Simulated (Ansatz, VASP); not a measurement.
## CoSi2 (CoSi2 strained to the junction's net): VASP beside Ansatz

Aim: how closely do two programs agree when they are given the same cell, functional and k mesh? The cell is generated by rule, not measured, and may not be a known phase. The structure shown is the start of the Ansatz relaxation below; VASP solves that cell, so the two are compared at the walk's first step.

Program: Ansatz 0.2.0. Level of theory: plane waves, with VASP 6.6.1 beside it; single point at PBE. Results are calculated unless marked as measured.

### 1. The structure

Symmetry: R-3m, No. 166, trigonal system. Conventional cell: a = 3.840 Å, b = 3.840 Å, c = 9.198 Å, α = 90.00°, β = 90.00°, γ = 120.00°. Si has 4 Co at 2.30 to 2.35 Å nearest. Nearest to Co lie 8 Si at 2.30 to 2.35 Å. Farther neighbours are not listed.

### 2. Ansatz: relaxation, PBE

Ansatz runs on its default PAW (the set named soft_2) files.

The two programs are compared at the cell with which this relaxation starts, whose forces are those of its first step.

The input, input.yaml:

```yaml
crystal:
  lattice:
    - [3.84, 0.0, 0.0]
    - [-1.92, 3.3255375505, 0.0]
    - [0.0, 0.0, 9.19821853]
  atoms:
    - { symbol: Si, position: [0.0, 0.0, 0.0] }
    - { symbol: Co, position: [0.3333333333, 0.6666666667, 0.0833333333] }
    - { symbol: Si, position: [0.6666666667, 0.3333333333, 0.1666666667] }
    - { symbol: Si, position: [0.3333333333, 0.6666666667, 0.3333333333] }
    - { symbol: Co, position: [0.6666666667, 0.3333333333, 0.4166666667] }
    - { symbol: Si, position: [0.0, 0.0, 0.5] }
    - { symbol: Si, position: [0.6666666667, 0.3333333333, 0.6666666667] }
    - { symbol: Co, position: [0.0, 0.0, 0.75] }
    - { symbol: Si, position: [0.3333333333, 0.6666666667, 0.8333333333] }
kpoints:
  mp_grid: { grid: [12, 12, 3] }
scf:
  occupations: { method: fermi_dirac, width: 0.1 }
  max_iter: 150
hamiltonian:
  xc: pbe
relax:
  f_tol: 0.01
  max_steps: 40
  cell: { fix: [a, b, angles] }
```

On the command line:

```
$ ansatz run input.yaml --threads 8 --pin off --max-ram 24576MiB --backend cpu --events-out ev --progress --plain --runs-dir out
```

Numbers of over 12 decimals in the logs are rounded to 6 here.

What it wrote:

```text
Engine: ansatz 0.2.0, x86_64-unknown-linux-gnu
Pseudopotentials: kind: paw
Pseudopotential: Si, paw, valence charge 4, recommended cutoff 420 eV (normal), Si.paw.azcp
Pseudopotential: Co, paw, valence charge 17, recommended cutoff 420 eV (normal), Co.paw.azcp
Functional definition: PBE
  parameter kappa = 0.804
  parameter beta = 0.066725
  exchange = pbe_x(kappa = kappa, mu = beta*pi^2/3)
  correlation = pbe_c(beta = beta)
Crystal: 9 atoms, lattice volume = 117.462 Å³
Basis set: ecut = 420 eV, 2275 PW (Γ), exchange–correlation on 54×54×128 points (8 copies of the dense FFT grid, shifted against one another)
Bands: 47, of which v1, the nominal top of the filled ones, is band 38 counted from 1 (37 counted from 0)
Symmetry: 36 space group operations
Space group: R-3m (ITA 166), of the structure as read, at distance tolerance 4.9e-5 Å
k-points: 50 of 432
Non-local potential: Si, projectors of the file, l = 0: 2, l = 1: 2, l = 2: 2
Non-local potential: Co, projectors of the file, l = 0: 3, l = 1: 2, l = 2: 3, l = 3: 1
PAW form: soft (Blöchl's): semilocal exchange-correlation on the pseudo side does not see the compensation charge
PAW one-centre angular grid: Si, 110 points (default); XC on 64 Gauss nodes
PAW one-centre angular grid: Co, 590 points (default); XC on 64 Gauss nodes
Initial density: superposition of atomic densities (neutral atoms: chi_scale 0, normalization atom), corrected by the library's trained network
Initial wavefunctions: pseudopotential atomic-orbital guess
Functional: x = pbe(κ = 0.804, μ = 0.219515), c = pbe(β = 0.066725)
SCF iter   1: F=—  HF=-19197.546795 eV  |F-HF|=—  |Δ(HF+E_count)|=         —  Δρ=4.36e-3  dr2=2.38e-2  ethr=1.77e-3  ⟨swp⟩=7.5  Hψ=9909  notcnv=0  defer=9
preconditioner: auto → Kerker (q_TF=auto, 2.532 Å⁻¹)  [metal: Δε(μ)=0.012 eV  Ē_g=7.054 eV  σ=0.100 eV  W_gap=0.03  n_scr=36 (ndim 8)  ℏωp=24.5 eV  f_vac=0.003  D(μ)=2.93/eV (n_scr^D=24)]
SCF iter   2: F=—  HF=-19197.547047 eV  |F-HF|=—  |Δ(HF+E_count)|=   2.52e-4  Δρ=3.44e-3  dr2=1.60e-2  ethr=3.17e-5  ⟨swp⟩=2.0  Hψ=3477  notcnv=0  defer=11
SCF iter   3: F=—  HF=-19197.548723 eV  |F-HF|=—  |Δ(HF+E_count)|=   1.68e-3  Δρ=5.38e-3  dr2=2.22e-2  ethr=2.13e-5  ⟨swp⟩=2.0  Hψ=3293  notcnv=0  defer=15
SCF iter   4: F=—  HF=-19197.547211 eV  |F-HF|=—  |Δ(HF+E_count)|=   1.51e-3  Δρ=2.85e-3  dr2=6.42e-3  ethr=2.13e-5  ⟨swp⟩=1.0  Hψ=2300  notcnv=0  defer=14
SCF iter   5: F=—  HF=-19197.546784 eV  |F-HF|=—  |Δ(HF+E_count)|=   4.28e-4  Δρ=1.06e-3  dr2=9.32e-4  ethr=8.56e-6  ⟨swp⟩=1.0  Hψ=2300  notcnv=0  defer=14
SCF iter   6: F=—  HF=-19197.546724 eV  |F-HF|=—  |Δ(HF+E_count)|=   5.93e-5  Δρ=1.45e-4  dr2=1.95e-5  ethr=1.24e-6  ⟨swp⟩=2.0  Hψ=2711  notcnv=0  defer=14
SCF iter   7: F=—  HF=-19197.546688 eV  |F-HF|=—  |Δ(HF+E_count)|=   3.62e-5  Δρ=4.01e-5  dr2=1.49e-6  ethr=2.60e-8  ⟨swp⟩=2.1  Hψ=3476  notcnv=0  defer=13
SCF iter   8: F=—  HF=-19197.546688 eV  |F-HF|=—  |Δ(HF+E_count)|=   3.93e-8  Δρ=1.14e-5  dr2=1.06e-7  ethr=1.98e-9  ⟨swp⟩=2.2  Hψ=3419  notcnv=0  defer=13
SCF iter   9: F=-19197.546688 eV  HF=-19197.546688 eV  |F-HF|=2.50e-8  |Δ(HF+E_count)|=   7.08e-9  Δρ=6.00e-6  dr2=2.90e-8  ethr=1.33e-10  ⟨swp⟩=3.9  Hψ=6711  notcnv=0
SCF 1 converged in 9 iterations: F = -19197.546688 eV  dr2 = 2.90e-8
  greatest PAW one-centre occupation: 1.000 electrons in one spin orbital (limit 2), on the Co atom at site 7 (counted from 0), in its partial waves of l = 0
relax step   1: F+E_penalty+E_count = -19197.54668815 eV  Δ(F+E_penalty+E_count) = +0.000e0 eV  max|allowed force component| = 2.278e-1 eV/Å  Δτ_max = 0.0000 Å  P = -2.777 GPa  Ω = 117.462 Å³  fix = [a, b, alpha, beta, gamma]  reactions: a -4.967, b -4.967 GPa  (9 SCF iters, dr2 threshold 1.00e-7 eV, accepted)
[...]
relax step   4: F+E_penalty+E_count = -19197.56021799 eV  Δ(F+E_penalty+E_count) = -1.112e-5 eV  max|allowed force component| = 8.111e-4 eV/Å  Δτ_max = 0.0010 Å  P = -2.886 GPa  Ω = 117.483 Å³  energy of the carried Pulay correction = -9.113e-6 eV  fix = [a, b, alpha, beta, gamma]  reactions: a -4.272, b -4.272 GPa  (6 SCF iters, dr2 threshold 1.80e-7 eV, accepted)
[...]
relax step   5: F+E_penalty+E_count = -19197.56024996 eV  Δ(F+E_penalty+E_count) = -3.198e-5 eV  max|allowed force component| = 3.137e-4 eV/Å  Δτ_max = 0.0003 Å  P = -2.826 GPa  Ω = 117.441 Å³  energy of the carried Pulay correction = +9.105e-6 eV  fix = [a, b, alpha, beta, gamma]  reactions: a -4.240, b -4.240 GPa  (6 SCF iters, dr2 threshold 3.27e-8 eV, accepted)
[...]
relax step   6: F+E_penalty+E_count = -19197.56023418 eV  Δ(F+E_penalty+E_count) = +1.578e-5 eV  max|allowed force component| = 3.141e-4 eV/Å  Δτ_max = 0.0000 Å  P = -2.826 GPa  Ω = 117.441 Å³  fix = [a, b, alpha, beta, gamma]  reactions: a -4.241, b -4.241 GPa  stress off target by 3.86e-3 GPa on what of the cell is left free  SCF on the basis re-selected at this cell (its energy is not comparable with the rows above)  (8 SCF iters)
basis re-selected at this cell: Δ(F+E_penalty+E_count) = +1.578e-5 eV, ΔP = -0.000 GPa vs the last step (what re-selecting the basis moved, of the pressure what is left beyond the Pulay correction that the steps carried, after the strain that the cell walked since its last selection, with what the two solves' SCF thresholds leave and, on support functions, any second-order correction that the steps lacked; it is no m [...]
SCF converged after 8 iterations
Free energy (F): -19197.560234 eV
Harris-Foulkes:  -19197.560234 eV  (|F-HF|=7.28e-12)
Internal energy: -19197.460645 eV  (E = F + TS)
E sigma→0 (E₀):  -19197.510439 eV
Entropy (-TS):   -0.099590 eV (-11.066 meV/atom)
Fermi energy:    12.571349 eV
--- Per-component energies (eV) ---
  E_band       = -871.371861
  E_kinetic    = 1637.850207
  E_local      = -12352.888778  (includes V_loc(G=0)·N_el)
  E_nonlocal   = 1503.196789
  E_hartree    = 5370.362870
  E_xc         = -820.531178
  E_vxc        = -913.404849  (∫ρ·V_xc dr)
  E_paw        = -7623.676099  (= ΣΔE_a)
  E_vpaw       = -1486.851272  (= ΣTr[D̂ρ^β])
  E_aug_tail   = 0.000306  (compensation charges beyond the density's cutoff)
  E_ewald      = -6911.774760
  E_smearing   = -0.099590  (= −TS)
  E_closure    = 0.000000  (closes the sum)
  Σ components = -19197.560234   (vs F -19197.560234, Δ=0.00e0)
--- Forces (eV/Å), atoms counted from 1 ---
  atom   1  Si     0.00000000    -0.00000000    -0.00031408
  atom   2  Co     0.00000000    -0.00000000     0.00000000
  atom   3  Si     0.00000000     0.00000000     0.00031408
  atom   4  Si    -0.00000000    -0.00000000    -0.00031408
  atom   5  Co    -0.00000000     0.00000000     0.00000000
  atom   6  Si     0.00000000     0.00000000     0.00031408
  atom   7  Si    -0.00000000    -0.00000000    -0.00031408
  atom   8  Co     0.00000000     0.00000000     0.00000000
  atom   9  Si    -0.00000000     0.00000000     0.00031408
  max |Σ_I F_I| component: 8.64e-17 eV/Å
--- Stress (GPa, compression-positive) ---
       -4.240594      -0.000000       0.000000
       -0.000000      -4.240594       0.000000
        0.000000       0.000000       0.003859
  P = ⅓ Tr σ = -2.8258 GPa (-28.258 kbar)
--- Relaxed structure (5 steps of the walk, 5 accepted, 1 SCFs on fresh bases) ---
  F+E_penalty+E_count = -19197.56023418 eV   max|allowed force component| = 3.141e-4 eV/Å   (the final SCF, on the basis selected at the relaxed cell)
  cell:  # Å, volume = 117.4406 Å³
    - [3.840000, 0, 0]
    - [-1.920000, 3.325538, 0]
    - [0, 0, 9.196558]
  atoms:
    - { symbol: Si, position: [6.709824682532084e-19, 0, 0.00218504] }
    - { symbol: Co, position: [0.333333, 0.666667, 0.083333] }
    - { symbol: Si, position: [0.666667, 0.333333, 0.164482] }
    - { symbol: Si, position: [0.333333, 0.666667, 0.335518] }
    - { symbol: Co, position: [0.666667, 0.333333, 0.416667] }
    - { symbol: Si, position: [-6.709824682532085e-19, 0, 0.497815] }
    - { symbol: Si, position: [0.666667, 0.333333, 0.668852] }
    - { symbol: Co, position: [0, 0, 0.750000] }
    - { symbol: Si, position: [0.333333, 0.666667, 0.831148] }
```

In the SCF lines HF is the Harris–Foulkes energy and dr2 the Hartree energy of the density residual, in eV; the loop may stop once dr2 is under the threshold and the program's other checks hold. Hψ counts applications of the Hamiltonian.

### 3. VASP: single point, PBE, start cell

The same cell, functional, mesh and smearing now go to VASP, with its own data sets.

Lines of VASP's logs that name or quote its potential files are left out, and so is its time.

The input, INCAR:

```
SYSTEM = CoSi2
PREC = Accurate
ENCUT = 520
EDIFF = 1E-06
NELM = 120
ISMEAR = -1
SIGMA = 0.1
LREAL = .FALSE.
ALGO = Normal
GGA = PE
NBANDS = 34
LASPH = .TRUE.
LORBIT = 11
LWAVE = .FALSE.
LCHARG = .FALSE.
ISIF = 2
GGA_COMPAT = .FALSE.
KPAR = 2
```

The input, POSCAR:

```
CoSi2
1.0
    3.8400000000      0.0000000000      0.0000000000
   -1.9200000000      3.3255380000      0.0000000000
    0.0000000000      0.0000000000      9.1982190000
Si Co
6 3
Direct
    0.0000000000      0.0000000000      0.0000000000
    0.6666667168      0.3333334336      0.1666666123
    0.3333332832      0.6666665664      0.3333333333
    0.0000000000      0.0000000000      0.4999999456
    0.6666667168      0.3333334336      0.6666666667
    0.3333332832      0.6666665664      0.8333332790
    0.3333332832      0.6666665664      0.0833333062
    0.6666667168      0.3333334336      0.4166666395
    0.0000000000      0.0000000000      0.7499999728
```

The input, KPOINTS:

```
Automatic mesh
0
Gamma
12 12 3
0 0 0
```

PAW data sets: Si and Co (PBE family, release 64).

On the command line:

```
$ mpirun -np 2 vasp_std
```

What it wrote:

```text
[banner, memory and clock lines left out]
running    2 mpi-ranks, on    1 nodes
 distrk:  each k-point on    1 cores,    2 groups
 distr:  one band on    1 cores,    1 groups

 POSCAR found type information on POSCAR SiCo
 POSCAR found :  2 types and       9 ions
 LDA part: xc-table for (Slater+PW92), standard interpolation
 POSCAR, INCAR and KPOINTS ok, starting setup
 FFT: planning ... GRIDC
 FFT: planning ... GRID_SOFT
 FFT: planning ... GRID
 WAVECAR not read
 entering main loop
       N       E                     dE             d eps       ncg     rms          rms(c)
DAV:   1     0.323004847362E+03    0.32300E+03   -0.20948E+04  3400   0.151E+03
DAV:   2    -0.339065778915E+02   -0.35691E+03   -0.34204E+03  3400   0.341E+02
DAV:   3    -0.610133040823E+02   -0.27107E+02   -0.25767E+02  4144   0.108E+02
DAV:   4    -0.621256297942E+02   -0.11123E+01   -0.11020E+01  4252   0.209E+01
DAV:   5    -0.621743436941E+02   -0.48714E-01   -0.48659E-01  4652   0.412E+00    0.245E+01
DAV:   6    -0.736829879905E+02   -0.11509E+02   -0.13010E+02  4768   0.147E+02    0.322E+01
DAV:   7    -0.576231126802E+02    0.16060E+02   -0.59939E+01  4458   0.122E+02    0.747E+00
DAV:   8    -0.582254077681E+02   -0.60230E+00   -0.75743E+00  4166   0.141E+01    0.549E+00
DAV:   9    -0.579061944289E+02    0.31921E+00   -0.99214E-01  4808   0.131E+01    0.153E+00
DAV:  10    -0.579076759900E+02   -0.14816E-02   -0.55445E-02  3768   0.145E+00    0.967E-01
DAV:  11    -0.579039608945E+02    0.37151E-02   -0.22362E-02  4672   0.183E+00    0.423E-01
DAV:  12    -0.579033981902E+02    0.56270E-03   -0.12855E-03  5190   0.438E-01    0.195E-01
DAV:  13    -0.579033997147E+02   -0.15245E-05   -0.11239E-03  5234   0.332E-01    0.879E-02
DAV:  14    -0.579033357099E+02    0.64005E-04   -0.26011E-04  5216   0.207E-01    0.206E-02
DAV:  15    -0.579033379989E+02   -0.22890E-05   -0.15323E-05  3908   0.195E-02    0.849E-03
DAV:  16    -0.579033386554E+02   -0.65654E-06   -0.40453E-07  2170   0.585E-03
   1 F= -.57903339E+02 E0= -.57853434E+02  d E =-.998083E-01
```

(Part 1 of 2 ends here.)

[Lines on the potential files, build, host, timing and source positions are cut from VASP's logs without a mark.]

[Logs are printed without paths, hosts, clocks, repeated set-up lines and the standing remarks that a program may print on its own settings, such as how far it seeks lower states.]

[Hosts, paths, dates, database ids (printed as entryN), source tags and the programs' standing remarks are cut or masked in the printed files.]
